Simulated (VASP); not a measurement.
Data:

```xyz
2
Lattice="3.8869 -2.1727 -0.0341 3.8869 2.1727 -0.0341 2.7037 0.0000 3.5383" Properties=species:S:1:pos:R:3 pbc="T T T"
Sb     2.4817     0.0000     0.8219
Sb     7.9958     0.0000     2.6482
```

All values below come from SCAN meta-GGA, VASP's PBE PAW potentials (set 64) (plane waves; VASP). Numerical set-up: 520 eV cut-off, 12×12×12 Γ-centred mesh, tetrahedra with Blöchl corrections, potentials Sb.

Unless said otherwise, spin-orbit coupling is left out, though it shifts the bands of the heavy elements here.

**Question.** What does the run give for the energy per atom (σ→0), band gap (over mesh and band path) with the smallest direct gap where there is one?

**Answer.** 
```
Item                                                                  Result
----------------------------------  ----------------------------------------
band gap (over mesh and band path)  none (metal, semimetal or under 0.01 eV)
energy per atom (σ→0)                                        -37.264 eV/atom
```

Total energies compare only between runs with the same potentials, cut-off and functional.

The compound is Sb in the a7 structure. It was relaxed first.
